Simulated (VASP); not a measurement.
Here is the system:

```
CELL_PARAMETERS angstrom
     -1.60736     1.60736     3.90103
      1.60736    -1.60736     3.90103
      1.60736     1.60736    -3.90103
ATOMIC_POSITIONS crystal
  Si 0.33499 0.33499 0.00000
  Si 0.66501 0.66501 0.00000
  W  0.00000 0.00000 0.00000
```

All values below come from PBE GGA, VASP's PBE PAW potentials (set 64) (plane waves; VASP). Run with 300 eV cut-off, 10×10×10 Γ-centred mesh shifted by (0.5, 0.5, 0.5), Gaussian smearing of 0.27 eV, potentials Si W_sv.

At this cut-off the stress carries a Pulay error, which pulls relaxed volumes low. Unless said otherwise, spin-orbit coupling is left out, though it shifts the bands of the heavy elements here.

**Question.** Predict the energy per atom (σ→0), pressure, largest force, band gap (on the k-mesh) with the smallest direct gap where there is one.

**Answer.** 
The band gap (on the k-mesh) is none (metal, semimetal or under 0.01 eV) and the energy per atom (σ→0) comes out as -8.261 eV/atom. The pressure is 3.72 GPa and the largest force is 0.126 eV/Å.

Only differences to runs with the same potentials and settings are physical.

The structure comes from a computed database's Si2W entry; how it stands against other phases isn't given here. The cell was not relaxed at this level.
